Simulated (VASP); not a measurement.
Computed with vdW-DF-cx, VASP's PBE PAW potentials (set 64) (plane waves; VASP 6.6.1).

A VASP calculation is set up with these files.

### KPOINTS
```
Regular mesh
0
Gamma
  6 6 6
0 0 0
```

**INCAR**
```
SYSTEM = KMgF3
PREC = Accurate
ENCUT = 520
EDIFF = 1E-7
NELM = 100
ALGO = Normal
LREAL = .FALSE.
LASPH = .TRUE.
ISMEAR = 0
SIGMA = 0.05
GGA = CX
LUSE_VDW = .TRUE.
AGGAC = 0.0
LWAVE = .FALSE.
LCHARG = .FALSE.
ISIF = 2
```

File POSCAR:
```
KMgF3
1
    4.0817881952     0.0000000000     0.0000000000
    0.0000000000     4.0817881952     0.0000000000
    0.0000000000     0.0000000000     4.0817881952
K Mg F
1 1 3
Direct
  0.0000000000   0.0000000000   0.0000000000
  0.5000000000   0.5000000000   0.5000000000
  0.5000000000   0.0000000000   0.5000000000
  0.0000000000   0.5000000000   0.5000000000
  0.5000000000   0.5000000000   0.0000000000
```

POTCAR, in this order: K_sv Mg F (PBE.64 set). Program: vasp_std.

Output

### OSZICAR
```
       N       E                     dE             d eps       ncg     rms          rms(c)
DAV:   1     0.252204334303E+03    0.25220E+03   -0.17469E+04   800   0.154E+03
DAV:   2    -0.613488233624E+01   -0.25834E+03   -0.24934E+03  1080   0.378E+02
DAV:   3    -0.169536056175E+02   -0.10819E+02   -0.10791E+02   960   0.773E+01
DAV:   4    -0.172987126738E+02   -0.34511E+00   -0.34465E+00  1412   0.116E+01
DAV:   5    -0.172997886752E+02   -0.10760E-02   -0.10759E-02   932   0.684E-01    0.851E+00
DAV:   6    -0.152914795148E+02    0.20083E+01   -0.87977E+00   884   0.213E+01    0.365E+00
DAV:   7    -0.152917169995E+02   -0.23748E-03   -0.21712E-01  1064   0.330E+00    0.228E+00
DAV:   8    -0.153085353057E+02   -0.16818E-01   -0.89141E-02   920   0.316E+00    0.288E-01
DAV:   9    -0.153097067941E+02   -0.11715E-02   -0.15426E-02  1012   0.919E-01    0.149E-01
DAV:  10    -0.153101713393E+02   -0.46455E-03   -0.13598E-03  1120   0.302E-01    0.980E-02
DAV:  11    -0.153103197695E+02   -0.14843E-03   -0.43031E-04   964   0.170E-01    0.504E-02
DAV:  12    -0.153102829907E+02    0.36779E-04   -0.19405E-04   936   0.973E-02    0.368E-03
DAV:  13    -0.153102836937E+02   -0.70303E-06   -0.21509E-06   964   0.124E-02    0.238E-03
DAV:  14    -0.153102836643E+02    0.29443E-07   -0.12304E-06   936   0.838E-03    0.229E-03
DAV:  15    -0.153102837448E+02   -0.80533E-07   -0.55296E-08   624   0.192E-03
   1 F= -.15310284E+02 E0= -.15310284E+02  d E =-.178037E-15
```

OUTCAR:
```
------------------------ aborting loop because EDIFF is reached ----------------------------------------
  FORCE on cell =-STRESS in cart. coord.  units (eV):
  Direction    XX          YY          ZZ          XY          YZ          ZX
  --------------------------------------------------------------------------------------
  Total       -1.4700175     -1.4700175     -1.4700175      0.0000000      0.0000000     -0.0000000
  in kB      -34.6323292    -34.6323292    -34.6323292      0.0000000      0.0000000     -0.0000000
  external PRESSURE =     -34.6323292 kB  Pullay stress =       0.0000000 kB
  volume of cell :       68.01
      direct lattice vectors                 reciprocal lattice vectors
     4.081788195  0.000000000  0.000000000     0.244990664  0.000000000  0.000000000
     0.000000000  4.081788195  0.000000000     0.000000000  0.244990664  0.000000000
     0.000000000  0.000000000  4.081788195     0.000000000  0.000000000  0.244990664
 POSITION                                       TOTAL-FORCE (eV/Angst)
 -----------------------------------------------------------------------------------
      0.00000      0.00000      0.00000         0.000000      0.000000      0.000000
      2.04089      2.04089      2.04089         0.000000      0.000000      0.000000
      2.04089      0.00000      2.04089         0.000000      0.000000      0.000000
      0.00000      2.04089      2.04089         0.000000      0.000000      0.000000
      2.04089      2.04089      0.00000         0.000000      0.000000      0.000000
 -----------------------------------------------------------------------------------
    total drift:                                0.000000      0.000000     -0.000000
  FREE ENERGIE OF THE ION-ELECTRON SYSTEM (eV)
  ---------------------------------------------------
  free  energy   TOTEN  =       -15.3102837448 eV

  energy  without entropy=      -15.3102837448  energy(sigma->0) =      -15.31028374
```
(Selected blocks of OUTCAR.)

File OUTCAR:
```
 val. band max:       -2.0158901534   @ k =   0.5000   0.5000   0.5000

 cond. band min:       4.9366685892   @ k =   0.0000   0.0000   0.0000


 Fermi energy:        -1.7463821039

 k-point     1 :       0.0000    0.0000    0.0000
  band No.  band energies     occupation
      1     -27.6811      2.00000
      2     -21.8176      2.00000
      3     -21.2470      2.00000
      4     -21.2470      2.00000
      5     -11.2366      2.00000
      6     -11.2366      2.00000
      7     -11.2366      2.00000
      8      -4.2806      2.00000
      9      -4.2806      2.00000
     10      -4.2806      2.00000
     11      -2.5766      2.00000
     12      -2.5766      2.00000
     13      -2.5766      2.00000
     14      -2.3332      2.00000
     15      -2.3332      2.00000
     16      -2.3332      2.00000
     17       4.9367      0.00000
     18       8.0652      0.00000
     19       8.0652      0.00000
     20      10.0932      0.00000

 k-point     2 :       0.1667    0.0000    0.0000
  band No.  band energies     occupation
      1     -27.6764      2.00000
      2     -21.7896      2.00000
      3     -21.2788      2.00000
      4     -21.2451      2.00000
      5     -11.2364      2.00000
      6     -11.2265      2.00000
      7     -11.2265      2.00000
      8      -4.2568      2.00000
      9      -4.2476      2.00000
     10      -4.2476      2.00000
     11      -2.6297      2.00000
     12      -2.6263      2.00000
     13      -2.6263      2.00000
     14      -2.5638      2.00000
     15      -2.3788      2.00000
     16      -2.3788      2.00000
     17       5.3911      0.00000
     18       8.2879      0.00000
     19       8.3078      0.00000
     20      10.2004      0.00000

 k-point     3 :       0.3333    0.0000    0.0000
  band No.  band energies     occupation
      1     -27.6670      2.00000
      2     -21.7202      2.00000
      3     -21.3561      2.00000
      4     -21.2420      2.00000
      5     -11.2359      2.00000
...
```

The compound is KMgF3 in the cubic perovskite structure. This cell is one point of a volume scan, at 1.06 of the reference volume.
